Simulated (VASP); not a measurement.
Runs of VASP 6.6.1 on GaAs. Symmetry: I-4m2, No. 119, tetragonal system. The conventional cell has a = 4.007 Å, b = 4.007 Å, c = 5.625 Å, α = 90.00°, β = 90.00°, γ = 90.00°. Around Ga (site symmetry -4m2) lie 4 As at 2.45 Å. Around As (site symmetry -4m2) lie 4 Ga at 2.45 Å. The cell was built by a generator and isn't the measured one.

```tsv
level	potentials or basis	k mesh	cutoff (eV)	further INCAR settings	gap on the mesh (eV)	pressure (GPa)
r2SCAN	VASP PAW PBE potentials, release 64 (Ga_d, As)	12 × 12 × 12	600	ALGO = Normal; EDIFF = 1e-08	(b)	0.6
PBE	VASP PAW PBE potentials, release 64 (Ga_d, As)	8 × 8 × 8	600	ALGO = Fast; EDIFF = 1e-08	0.49	3.5
PBE	VASP PAW PBE potentials, release 64 (Ga_d, As)	12 × 12 × 12	400	ALGO = Fast; EDIFF = 1e-08	0.49	(a)
PBE	VASP PAW PBE potentials, release 64 (Ga_d, As)	12 × 12 × 12	600	ALGO = Fast; EDIFF = 1e-08	0.49	3.5
LDA	VASP PAW LDA potentials, release 64 (Ga_d, As)	12 × 12 × 12	600	ALGO = Fast; EDIFF = 1e-08	0.31	-1.6
```

Alike in all rows: task electric field gradients; no spin polarisation; cell as given; smearing gaussian 0.02 eV.

**Question.** Estimate the missing entries.

**Answer.** (a) 3.3; (b) 0.97.

Caveats: the PAW data sets were made with another functional, which shifts forces and pressure a little (some runs).

A k mesh can miss the band edges, and the runs leave out spin-orbit coupling on As, Ga.

Not every run made on this cell is shown here.
